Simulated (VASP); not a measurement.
## Ta2CN under changes of volume

One of the cells (11.256 Å³/atom); the others are scaled copies at fixed shape and fractional positions:

```xyz
4
Lattice="3.1676 0.0000 0.0000 0.0000 3.1676 0.0000 0.0000 0.0000 4.4872" Properties=species:S:1:pos:R:3 pbc="T T T"
Ta    1.5838    1.5838    2.2436
Ta    0.0000    0.0000    0.0000
N     1.5838    1.5838    0.0000
C     0.0000    0.0000    2.2436
```

The cell comes from a database or a generator and needn't be the stable form of this composition.

| Item | Value |
| --- | --- |
| Program | VASP 6.6.1 |
| Functional | PBEsol |
| Potentials or basis | VASP PAW PBE potentials, release 64 (Ta_pv, N, C) |
| Cutoff | 520 eV |
| k mesh | 8 × 8 × 6 |
| Occupations | fermi-dirac, width 0.05 eV |
| Spin | no spin polarisation |

```tsv
volume (Å³/atom)	energy over the lowest point (meV/atom)	pressure (GPa)
10.373	12.96	12.6
10.594	1.15	4.5
10.814	0.00	-2.8
11.256	25.36	-15.3
11.477	?	?
11.697	81.48	-25.2
```

**Question.** What does the run at 11.477 Å³/atom give?

**Answer.** Energy over the lowest point 49.99 meV/atom; pressure -20.5 GPa.

Worked out: A Birch-Murnaghan fit of order 3 (a polynomial in V^(-2/3)) to the other rows has its minimum at 10.73 Å³/atom with B0 = V·E''(V) = 351 GPa and B' = 4.3 at fixed shape and positions, which overstates the stiffness. It gives 50.04 meV/atom at 11.477 Å³/atom, against the run's 49.99, and -dE/dV = -20.5 GPa, against -20.5.

Energies are extrapolated to zero smearing.

Caveats: the PAW data sets were made with another functional, which shifts forces and pressure a little.
